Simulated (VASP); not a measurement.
Crystal: Ga4As3P.

```
Ga P As
1.0
    -2.80000    2.80000    5.60000
     2.80000   -2.80000    5.60000
     2.80000    2.80000   -5.60000
Ga P As
4 1 3
Direct
  0.12200 0.12200 0.49000
  0.63200 0.63200 0.51000
  0.36800 0.87800 0.00000
  0.87800 0.36800 0.00000
  0.00000 0.00000 0.00000
  0.25000 0.75000 0.50000
  0.75000 0.25000 0.50000
  0.50000 0.50000 0.00000
```

The cell was built by a generator and needn't be a form met in nature.

```yaml
Program: VASP 6.6.1
Task: relaxation of cell and atoms
Functional: PBE
Potentials_or_basis: VASP PAW PBE potentials, release 64 (Ga_d, P, As)
Cutoff: 520 eV
k_mesh: 4 × 4 × 4
Occupations: gaussian, width 0.15 eV
Spin: no spin polarisation
```

At the start: pressure 3.4 GPa; volume 21.95 Å³/atom.

Question: How do energy, volume and symmetry change on relaxing?

Answer: Over 5 steps the energy falls by 10.6 meV/atom and the volume is 22.95 Å³/atom (+4.6 %); space group I-42m (No. 121, to 0.05 Å).

The path:
| step | energy change (eV) | largest force (eV/Å) | pressure (GPa) | volume (Å³) |
| --- | --- | --- | --- | --- |
| 1 | 0.0000 | 0.1648 | 3.38 | 175.62 |
| 2 | -0.0691 | 0.0315 | -0.91 | 187.65 |
| 3 | -0.0837 | 0.1145 | -0.16 | 183.91 |
| 4 | -0.0837 | 0.1096 | 0.10 | 183.64 |
| 5 | -0.0848 | 0.0150 | -0.01 | 183.61 |

Final structure:
```
Ga P As
1.0
    -2.84215    2.84215    5.68251
     2.84215   -2.84215    5.68251
     2.84215    2.84215   -5.68251
Ga P As
4 1 3
Direct
  0.12113 0.12113 0.48764
  0.63349 0.63349 0.51236
  0.36651 0.87887 0.00000
  0.87887 0.36651 0.00000
  0.00000 0.00000 0.00000
  0.25000 0.75000 0.50000
  0.75000 0.25000 0.50000
  0.50000 0.50000 0.00000
```
